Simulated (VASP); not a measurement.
Level of theory: LDA (Ceperley-Alder, Perdew-Zunger), VASP's LDA PAW potentials (set 64) (plane waves; VASP 6.6.1).

VASP input:

### INCAR
```
ALGO  =  Normal
EDIFF  =  1E-6
EDIFFG  =  -0.02
ENCUT  =  520
IBRION  =  2
ISIF  =  3
ISMEAR  =  0
LASPH  =  .True.
LCHARG  =  .False.
LREAL  =  .False.
LWAVE  =  .False.
NELM  =  100
NSW  =  60
PREC  =  Accurate
SIGMA  =  0.05
SYSTEM  =  SiC
```

File POSCAR:
```
SiC
1
    1.5288727672    -2.6480850727     0.0000000000
    1.5288727672     2.6480850727    -0.0000000000
    0.0000000000    -0.0000000000     5.0217210330
Si C
2 2
Direct
  0.6666670000   0.3333330000   0.4995978560
  0.3333330000   0.6666670000   0.9995978560
  0.6666670000   0.3333330000   0.8754021440
  0.3333330000   0.6666670000   0.3754021440
```

KPOINTS:
```
Automatic mesh
0
Gamma
8 8 4
0 0 0
```

POTCAR, in this order: Si C (LDA.64 set). Program: vasp_std.

What will the output report for the number of irreducible k-points (NKPTS), largest plane-wave count, number of space-group operations, FFT grid (NGX, NGY, NGZ)?

```yaml
number of irreducible k-points (NKPTS): 30
largest_plane_wave_count: 1106
number_of_space_group_operations: 12
FFT grid (NGX, NGY, NGZ): 24 × 24 × 40
```

The compound is SiC in the wurtzite structure, the rare 2H polytype. This run relaxes it. Symmetry was kept, so distortions that lower it aren't found. The start is the result of an earlier pass.
